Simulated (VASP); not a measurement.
LaMg6Mn:

```
CELL_PARAMETERS angstrom
5.11611 0.00000 0.00000
0.00000 3.31515 5.75801
0.00000 -3.31515 5.75801
ATOMIC_POSITIONS crystal
La 0.50000 0.67487 0.67487
Mn 0.00000 0.83612 0.83612
Mg 0.50000 0.16255 0.16255
Mg 0.50000 0.15785 0.68031
Mg 0.50000 0.68031 0.15785
Mg 0.00000 0.33332 0.33332
Mg 0.00000 0.31648 0.83850
Mg 0.00000 0.83850 0.31648
```

The cell comes from a database or a generator and needn't be the stable form of this composition.

| Item | Value |
| --- | --- |
| Program | VASP 6.6.1 |
| Task | single point |
| Functional | PBE |
| Potentials or basis | VASP PAW PBE potentials, release 64 (La, Mn_pv, Mg) |
| Cutoff | 520 eV |
| k mesh | 5 × 5 × 5 |
| Occupations | fermi-dirac, width 0.05 eV |
| Spin | collinear spin, ferromagnetic start |
| Starting moments | [0.0, 4.0, 0.0, 0.0, 0.0, 0.0, 0.0, 0.0] μB |

On this cell: pressure -0.3 GPa; largest force 0.105 eV/Å; net moment 3.88 μB per cell; site moments La -0.05; Mn +3.84; Mg +0.01, -0.01 μB; band gap on the k mesh none (metal or under the smearing width).

The same run follows on a disturbed copy (atoms moved at random, drawn with an rms of 0.05 Å):

```
La Mn Mg
1.0
     5.11611    0.00000    0.00000
     0.00000    3.31515    5.75801
     0.00000   -3.31515    5.75801
La Mn Mg
1 1 6
Direct
  0.49493 0.68038 0.67125
  0.00068 0.83822 0.82814
  0.49761 0.15559 0.16011
  0.49494 0.16532 0.67764
  0.50137 0.67984 0.15127
  0.00057 0.32726 0.33291
  0.99926 0.31422 0.84245
  0.00518 0.82952 0.32139
```

Task: What changes?

Result: The energy (extrapolated to zero smearing) moves by +2.4 meV/atom; pressure -0.3 GPa; largest force 0.249 eV/Å; net moment 3.86 μB per cell; site moments La -0.05; Mn +3.83; Mg +0.01, -0.01 μB; band gap on the k mesh none (metal or under the smearing width).

Forces on the atoms (eV/Å):
```
La   0.182 -0.124 -0.030
Mn  -0.044 -0.035  0.132
Mg   0.049  0.116  0.054
Mg   0.054 -0.055 -0.042
Mg   0.009 -0.042  0.152
Mg  -0.025 -0.007 -0.020
Mg  -0.069  0.019 -0.100
Mg  -0.157  0.128 -0.145
```

Stress tensor (GPa, compression positive):
```
-0.42 -0.09  0.06
-0.09 -0.47 -0.27
 0.06 -0.27  0.01
```
